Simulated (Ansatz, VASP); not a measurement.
**InB3 in VASP and in Ansatz**

The input INCAR:

```
SYSTEM = InB3
PREC     = Accurate       ! precision mode
ENCUT    = 520            ! plane-wave cutoff, eV
EDIFF    = 1E-6           ! SCF threshold, eV
ISMEAR   = 0              ! smearing method
SIGMA    = 0.1            ! smearing width, eV
LREAL    = .FALSE.        ! projectors in reciprocal space
LASPH    = .TRUE.         ! aspherical terms in the spheres
NELM     = 60             ! most SCF steps
ALGO     = Normal         ! electronic algorithm
ISIF     = 2              ! what is computed and relaxed
LWAVE    = .FALSE.        ! write WAVECAR
LCHARG   = .FALSE.        ! write CHGCAR
GGA      = PE             ! functional
NBANDS   = 32             ! bands
```

KPOINTS

```
Automatic mesh
0
G
  6 6 6
  0 0 0
```

The input POSCAR:

```
InB3
1.0
    2.4418021509      1.4097751291      4.5337599053
   -2.4418021509      1.4097751291      4.5337599053
    0.0000000000     -2.8195502583      4.5337599053
In B
2 6
Direct
    0.3333000000      0.3333000000      0.3333000000
    0.6667000000      0.6667000000      0.6667000000
    0.0820000000      0.4153000000      0.7487000000
    0.7487000000      0.0820000000      0.4153000000
    0.4153000000      0.7487000000      0.0820000000
    0.9180000000      0.5847000000      0.2513000000
    0.2513000000      0.9180000000      0.5847000000
    0.5847000000      0.2513000000      0.9180000000
```

Input for Ansatz:

```yaml
crystal:
  lattice:
    - [2.4418021509, 1.4097751291, 4.5337599053]
    - [-2.4418021509, 1.4097751291, 4.5337599053]
    - [0.0, -2.8195502583, 4.5337599053]
  atoms:
    - { symbol: In, position: [0.3333, 0.3333, 0.3333] }
    - { symbol: In, position: [0.6667, 0.6667, 0.6667] }
    - { symbol: B, position: [0.082, 0.4153, 0.7487] }
    - { symbol: B, position: [0.7487, 0.082, 0.4153] }
    - { symbol: B, position: [0.4153, 0.7487, 0.082] }
    - { symbol: B, position: [0.918, 0.5847, 0.2513] }
    - { symbol: B, position: [0.2513, 0.918, 0.5847] }
    - { symbol: B, position: [0.5847, 0.2513, 0.918] }
basis:
  ecutwfc: 420
kpoints:
  mp_grid: { grid: [6, 6, 6] }
hamiltonian:
  xc: pbe
scf:
  occupations: { method: gaussian, width: 0.1 }
  lower_state_search: "off"
output:
  forces: true
  stress: true
  eigenvalues: true
```

Alike in both runs: task single point; functional PBE; k mesh 6 × 6 × 6; occupations gaussian, width 0.1 eV; no spin polarisation.

|  | VASP | Ansatz |
| --- | --- | --- |
| version | VASP 6.6.1 | Ansatz 0.2.0 |
| potentials or method | VASP PAW PBE potentials, release 64 (In_d, B) | scalar-relativistic, plane waves, PAW |
| plane-wave cutoff (eV) | 520 | 420 |
| valence electrons in the cell | 44 | 44 |

|  | VASP | Ansatz | Ansatz less VASP |
| --- | --- | --- | --- |
| gap on the k mesh at the Fermi level (eV) | none | none | - |
| rms of the force components (eV/Å) | 4.073 | 4.086 | +0.0135 |

Atom by atom the forces differ by 0.014 eV/Å (rms over components). A gap of «none» marks a metal or a gap that the smearing closes.

Caveats: forces of over 1 eV/Å show positions far from the minimum, so gaps and moduli don't describe the material at rest.
